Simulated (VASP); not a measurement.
## Lattice of WC across functionals and dispersion corrections

How close do the usual functionals, with and without dispersion, come to the cell of WC? The levels: PBE, LDA, r2SCAN and PBE + D3(BJ). LASPH is on for some levels and off for others; the table marks which. The start is a cell from a database of measured crystal structures.

Program: VASP 6.6.1. Level of theory: PBE; plane waves and PAW (W, C), in the first sound run; inputs show where later runs differ. Results are calculated unless marked as measured.

The experiments to compare with:

“Reflectance spectral studies of spark plasma sintered tungsten carbide pellet” (2024, arxiv:2411.15754) reports for WC, hexagonal WC, by X-ray diffraction (polycrystalline pellet, spark plasma sintered, 99.996 wt% purity): lattice constant a (a of hexagonal cell) 2.906 Å; lattice constant c (c of hexagonal cell) 2.837 Å.

Report form: the programs' logs are mostly left out.

## Step 1: Set-up

Before any relaxation, the start is as follows. Symmetry: P-6m2, No. 187, hexagonal system. Conventional cell: a = 2.906 Å, b = 2.906 Å, c = 2.838 Å, α = 90.00°, β = 90.00°, γ = 120.00°. W has 6 C at 2.20 Å nearest. Nearest to C lie 6 W at 2.20 Å. Farther neighbours are not listed.

## Step 2: Relaxation with PBE

Properties are meant for the cell that this level of theory prefers, so cell and atoms are relaxed first (ISIF = 3) until forces and stress are small; EDIFFG sets the threshold. PBE, the usual starting point, adds the gradient of the density.

INCAR reads:

```
SYSTEM = WC
PREC = Accurate
ENCUT = 560
EDIFF = 1E-06
NELM = 100
ISMEAR = -1
SIGMA = 0.05
LREAL = .FALSE.
ALGO = Normal
GGA = PE
NBANDS = 11
LORBIT = 11
LWAVE = .FALSE.
LCHARG = .FALSE.
KPAR = 2
IBRION = 2
NSW = 60
ISIF = 3
EDIFFG = -0.01
```

POSCAR reads:

```
WC
1.0
    2.9059000000      0.0000000000      0.0000000000
   -1.4529500000      2.5165832209      0.0000000000
    0.0000000000      0.0000000000      2.8376700000
W C
1 1
Direct
    0.0000000000      0.0000000000      0.0000000000
    0.6666666667      0.3333333333      0.5000000000
```

KPOINTS reads:

```
Automatic mesh
0
Gamma
9 9 8
0 0 0
```

PAW data sets: W and C (PBE family, release 64).

Command:

```sh
> mpirun -np 2 vasp_std
```

It took 17 s on 2 MPI ranks of Intel Xeon Platinum 8259CL at 2.50GHz (Skylake/Cascade Lake), shared host; peak memory 0.29 GiB; 33 s of CPU time.

The k-mesh is coarse for a metal. The data set W keeps the semicore shell frozen, which is cheaper and a little less accurate. The run keeps the 12 symmetry operations of its start, so it cannot find a distortion of lower symmetry.

Step by step:

```
step  energy less that of the first step (eV)  largest force (eV/Å)  pressure (GPa)  volume (Å³)
   1                                   0.0000                0.0000            4.66        20.75
   2                                   0.0223                0.0000          -11.84        21.67
   3                                  -0.0035                0.0000           -0.08        20.99
   4                                  -0.0035                0.0000            0.00        20.99
   5                                  -0.0035                0.0000            0.09        20.99
   6                                  -0.0035                0.0000            0.06        20.99
```

```
conventional cell, symmetrised  before  after  change
                         a (Å)   2.906  2.919  +0.5 %
                         b (Å)   2.906  2.919  +0.5 %
                         c (Å)   2.838  2.844  +0.2 %
              volume (Å³/atom)   10.38  10.50  +1.1 %
```

Final coordinates:

```
W C
1.0
     2.91904    0.00000    0.00000
    -1.45952    2.52796    0.00000
     0.00000    0.00000    2.84449
W C
1 1
Direct
  0.00000 0.00000 0.00000
  0.66667 0.33333 0.50000
```

Numbers from this step:

* electrons: 10
* bands: 11
* irreducible k-points: 60
* symmetry operations: 12
* free energy (TOTEN): -22.52 eV
* energy at zero smearing: -22.52 eV
* Fermi energy: 8.171 eV
* pressure: 0.05945 GPa
* metallic: yes
* SCF cycles over all ionic steps: 36

It ends with forces that vanish by symmetry and a pressure of 0.06 GPa. The volume lies +1.1 % from that of the database's start. The conventional cell has a = 2.919 and c = 2.844 Å.

## Step 3: Relaxation with LDA

This step: LDA; plane waves and PAW (W, C) (VASP 6.6.1).

LDA, the lowest rung, knows the local density alone.

Changes to INCAR since step 2:

```diff
@@ -9,3 +9,3 @@
 ALGO = Normal
-GGA = PE
+GGA = CA
 NBANDS = 11
```

POSCAR is that of step 2.

KPOINTS is that of step 2.

Command:

```sh
> mpirun -np 2 vasp_std
```

Wall time 11 s (2 MPI ranks); peak memory 0.27 GiB; 22 s of CPU time.

The PAW data sets were made with PBE, though LDA sets exist; this is a small mismatch.

The steps of the relaxation:

```
step  energy less that of the first step (eV)  largest force (eV/Å)  pressure (GPa)  volume (Å³)
   1                                   0.0000                0.0000           -7.53        20.75
   2                                   0.0773                0.0000           26.59        19.32
   3                                  -0.0089                0.0000           -0.19        20.40
   4                                  -0.0089                0.0000           -0.05        20.39
```

```
conventional cell, symmetrised  before  after  change
                         a (Å)   2.906  2.890  -0.5 %
                         b (Å)   2.906  2.890  -0.5 %
                         c (Å)   2.838  2.818  -0.7 %
              volume (Å³/atom)   10.38  10.19  -1.8 %
```

Final coordinates:

```xyz
2
Lattice="2.8905 0.0000 0.0000 -1.4452 2.5032 0.0000 0.0000 0.0000 2.8177" Properties=species:S:1:pos:R:3 pbc="T T T"
W     0.0000    0.0000    0.0000
C     1.4452    0.8344    1.4089
```

This step gave:

```
free energy (TOTEN)             : -24.85 eV
energy at zero smearing         : -24.85 eV
Fermi energy                    : 8.266 eV
pressure                        : -0.05176 GPa
SCF cycles over all ionic steps : 27
```

It ends at 10.19 Å³/atom, -1.8 % from the start, with -0.05 GPa left. The conventional cell has a = 2.890 and c = 2.818 Å.

## Step 4: Relaxation with r2SCAN

This step: r2SCAN; plane waves and PAW (W, C) (VASP 6.6.1).

r2SCAN adds the kinetic-energy density, costs more than a GGA and is run with LASPH.

Changes to INCAR since step 3:

```diff
@@ -9,3 +9,4 @@
 ALGO = Normal
-GGA = CA
+METAGGA = R2SCAN
+LASPH = .TRUE.
 NBANDS = 11
```

POSCAR is that of step 3.

KPOINTS is that of step 3.

Command:

```sh
> mpirun -np 2 vasp_std
```

Run time: 41 s. Hardware: 2 MPI ranks; peak memory 0.29 GiB; 80 s of CPU time.

The PAW data sets were made with PBE, which is usual practice but a small mismatch for other functionals.

Step by step:

```
step  energy less that of the first step (eV)  largest force (eV/Å)  pressure (GPa)  volume (Å³)
   1                                   0.0000                0.0000            0.29        20.75
   2                                   0.0002                0.0000           -0.62        20.81
   3                                  -0.0002                0.0000           -0.09        20.78
```

```
conventional cell, symmetrised  before  after  change
                         a (Å)   2.906  2.909  +0.1 %
                         b (Å)   2.906  2.909  +0.1 %
                         c (Å)   2.838  2.834  -0.1 %
              volume (Å³/atom)   10.38  10.39  +0.1 %
```

The relaxed structure:

```cif
data_structure
_symmetry_space_group_name_H-M 'P 1'
_symmetry_Int_Tables_number 1
_cell_length_a 2.9092
_cell_length_b 2.9092
_cell_length_c 2.8345
_cell_angle_alpha 90.000
_cell_angle_beta 90.000
_cell_angle_gamma 120.000
_cell_volume 20.78
loop_
_atom_site_label
_atom_site_type_symbol
_atom_site_fract_x
_atom_site_fract_y
_atom_site_fract_z
_atom_site_occupancy
W1 W 0.00000 0.00000 0.00000 1
C2 C 0.66667 0.33333 0.50000 1
```

It ends at 10.39 Å³/atom, +0.1 % from the start, with -0.09 GPa left. The conventional cell has a = 2.909 and c = 2.834 Å.

## Step 5: Relaxation with PBE + D3(BJ)

This step: PBE with D3(BJ); plane waves and PAW (W, C) (VASP 6.6.1).

A dispersion term adds the long-range attraction that semilocal functionals lack. D3 with Becke-Johnson damping keeps a finite attraction at short range.

Changes to INCAR since step 4:

```diff
@@ -9,4 +9,4 @@
 ALGO = Normal
-METAGGA = R2SCAN
-LASPH = .TRUE.
+GGA = PE
+IVDW = 12
 NBANDS = 11
```

POSCAR is that of step 4.

KPOINTS is that of step 4.

Command:

```sh
> mpirun -np 2 vasp_std
```

The job ended after 10 s (2 MPI ranks; peak memory 0.31 GiB).

Dispersion corrections of this kind ignore metallic screening and tend to overbind metals.

Step by step:

```
step  energy less that of the first step (eV)  largest force (eV/Å)  pressure (GPa)  volume (Å³)
   1                                   0.0000                0.0000           -2.70        20.75
   2                                   0.0088                0.0000            8.27        20.23
   3                                  -0.0012                0.0000            0.00        20.62
```

```
conventional cell, symmetrised  before  after  change
                         a (Å)   2.906  2.900  -0.2 %
                         b (Å)   2.906  2.900  -0.2 %
                         c (Å)   2.838  2.830  -0.3 %
              volume (Å³/atom)   10.38  10.31  -0.6 %
```

Final coordinates:

```xyz
2
Lattice="2.9002 0.0000 0.0000 -1.4501 2.5116 0.0000 0.0000 0.0000 2.8304" Properties=species:S:1:pos:R:3 pbc="T T T"
W     0.0000    0.0000    0.0000
C     1.4501    0.8372    1.4152
```

It ends at 10.31 Å³/atom, -0.6 % from the start, with 0.00 GPa left. The conventional cell has a = 2.900 and c = 2.830 Å. Against plain PBE, the dispersion term moves a by -0.6 % and c by -0.5 %.

## Step 6: The cells as a table

This step: relaxed cells at several levels; plane waves and PAW (VASP 6.6.1).

This step runs nothing: it gathers the runs above.

Lengths are those of the conventional cell; cost is the wall time of each run, as given at its step, times its ranks, without the set-up around it; LASPH differs between rows, which moves results and costs too. Results by level, by row:

```
       level  volume (Å³/atom)  change from the start (%)  a (Å)  c (Å)  cost (core minutes)  LASPH
         PBE              10.5                        1.1  2.919  2.844                0.573    off
         LDA             10.19                       -1.8   2.89  2.818                0.373    off
      r2SCAN             10.39                        0.1  2.909  2.834                 1.37     on
PBE + D3(BJ)             10.31                       -0.6    2.9   2.83                0.347    off
```

## Step 7: Outcome

```
volume, PBE          : 10.50 Å³/atom
volume, LDA          : 10.19 Å³/atom
volume, r2SCAN       : 10.39 Å³/atom
volume, PBE + D3(BJ) : 10.31 Å³/atom
```

**Reading.** For WC the levels give volumes between 10.19 Å³/atom (LDA) and 10.50 Å³/atom (PBE), a spread of 3.0 %, while the cost of the finished runs spans a factor of 3.9. Within 1 % of experiment on every length: PBE, LDA, r2SCAN and PBE + D3(BJ). The nearest, r2SCAN, took 3.9 times the core time of PBE + D3(BJ) and lowers the largest miss from 0.23 to 0.11 %. Thermal and zero-point expansion, often some tenths of a per cent in length, bear on this order: with the measured lengths lowered by an assumed 0.4 % the nearest becomes PBE + D3(BJ). The costs hold the number of ionic steps as well as the price of the functional. Adding D3(BJ) to PBE changes the volume by -1.8 % (a by -0.6 % and c by -0.5 %). Pairwise corrections of the D and TS kind ignore the screening in a metal, so they may overbind here. Within 0.02 Å all end in space group P-6m2; the runs can't lower the symmetry of the start. The k-sampling is coarse for a metal, so the Fermi level, pressures and the shape of the cell carry errors. Spin-orbit coupling is left out. LASPH is on for some levels and off for others, so differences between them are not the functional's alone. Each is a single relaxation on the plane waves of the start cell, so larger changes of volume carry a basis-set error that was not tested here.

Computed beside measured:

| quantity | measured | PBE | LDA | r2SCAN | PBE + D3(BJ) |
| --- | --- | --- | --- | --- | --- |
| lattice constant a (Å) | 2.906 | 2.919 (+0.4 %) | 2.890 (-0.5 %) | 2.909 (+0.1 %) | 2.900 (-0.2 %) |
| lattice constant c (Å) | 2.837 | 2.844 (+0.3 %) | 2.818 (-0.7 %) | 2.834 (-0.1 %) | 2.830 (-0.2 %) |

Measured values from arxiv:2411.15754 (2024).

How well it matches: For the lattice constant a, of the levels listed nearest comes r2SCAN (+0.1 %, good agreement) and farthest LDA (-0.5 %, good agreement). For the lattice constant c, of the levels listed nearest comes r2SCAN (-0.1 %, good agreement) and farthest LDA (-0.7 %, good agreement). The grades are ours: good and fair within 0.7 and 1.5 % for the lattice constant a and 0.8 and 2 % for the lattice constant c. Zero-point motion and thermal expansion are not in the computed lattice constants.

[Lines on the potential files, build, host, timing and source positions are cut from VASP's logs without a mark.]

[Logs are printed without paths, hosts, clocks, repeated set-up lines and the standing remarks that a program may print on its own settings, such as how far it seeks lower states.]

[Hosts, paths, dates, database ids (printed as entryN), source tags and the programs' standing remarks are cut or masked in the printed files.]

[A measured line is paired with the nearest computed mode of its activity, which favours agreement.]
